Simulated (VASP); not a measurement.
Here is the system:

```
CELL_PARAMETERS angstrom
      3.54427     0.00000     0.00000
      0.00000     3.54427     0.00000
      0.00000     0.00000     3.54427
ATOMIC_POSITIONS crystal
  Al 0.00000 0.00000 0.00000
  Ni 0.00000 0.50000 0.50000
  Ni 0.50000 0.00000 0.50000
  Ni 0.50000 0.50000 0.00000
```
Starting moments (μB, in the order of the record's atoms Al Ni Ni Ni): 0.0 0.2 0.2 0.2.

These are rev-vdW-DF2, VASP's PBE PAW potentials (set 64) (plane waves; VASP) values and carry that method's errors. Run with 520 eV cut-off, 10×10×10 Γ-centred mesh, tetrahedra with Blöchl corrections, potentials Al Ni.

Q: The job: Ni3Al (L1_2), 4 atoms, rev-vdW-DF2, static run, 520 eV, 10×10×10 Γ-centred mesh. Roughly how much core time does it take on a busy server core?

A: About 2 core-minutes (one run on a shared machine, a rough figure). It had 56 irreducible k-points, 20 bands, up to 1222 plane waves and 21 electronic steps.

The compound is Ni3Al in the L1_2 structure. It was relaxed first.
